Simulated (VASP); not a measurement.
Given:

```
CELL_PARAMETERS angstrom
     -1.53387     1.53387     1.53387
      1.53387    -1.53387     1.53387
      1.53387     1.53387    -1.53387
ATOMIC_POSITIONS crystal
  Mo 0.00000 0.00000 0.00000
```

Method: PBEsol GGA, VASP's PBE PAW potentials (set 64) (plane waves; VASP). Settings: 500 eV cut-off, 17×17×17 Γ-centred mesh, first-order Methfessel-Paxton smearing of 0.10 eV, potentials Mo_sv.

Energy and stress use the plane-wave basis of the starting cell.

Problem. The ions, cell shape and volume at an external pressure of 30.0 GPa are relaxed. Predict the relaxed structure.

Solution. 
```
CELL_PARAMETERS angstrom
     -1.52069     1.52069     1.52069
      1.52069    -1.52069     1.52069
      1.52069     1.52069    -1.52069
ATOMIC_POSITIONS crystal
  Mo 0.00000 0.00000 0.00000
```
Space group Im-3m (229), at a tolerance of 0.03 Å.

Problem. How do energy and volume change from the first to the last step?

Solution. The energy (σ→0) changes by +57.4 meV/atom and the volume by -2.6 %, in 4 ionic steps.

The compound is Mo in the bcc structure. This run relaxes it under an external pressure of 30 GPa. Symmetry was kept, so distortions that lower it aren't found.
